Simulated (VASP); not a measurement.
Input:

```yaml
crystal:
  lattice:
    - [4.31368, 0.00000, 0.00000]
    - [-2.15684, 3.73576, 0.00000]
    - [0.00000, 0.00000, 7.60274]
  atoms:
    - { symbol: K, position: [0.00000, 0.00000, 0.00000] }
    - { symbol: K, position: [0.00000, 0.00000, 0.50000] }
    - { symbol: Cl, position: [0.33333, 0.66667, 0.25000] }
    - { symbol: Cl, position: [0.66667, 0.33333, 0.75000] }
```

Method: PBEsol GGA, VASP's PBE PAW potentials (set 64) (plane waves; VASP). Settings: 400 eV cut-off, 7×7×4 Γ-centred mesh, tetrahedra with Blöchl corrections, potentials K_sv Cl.

Task: Estimate the energy per atom (σ→0).

Result: 
```json
{
 "energy per atom (σ→0)": "-3.484 eV/atom"
}
```

The absolute energy has meaning only against runs of the same code, potentials and settings.

The structure was generated: KCl was put into the NiAs type type (P6_3/mmc), which need not be its known phase. It was relaxed first, which changed the volume by -11 %.
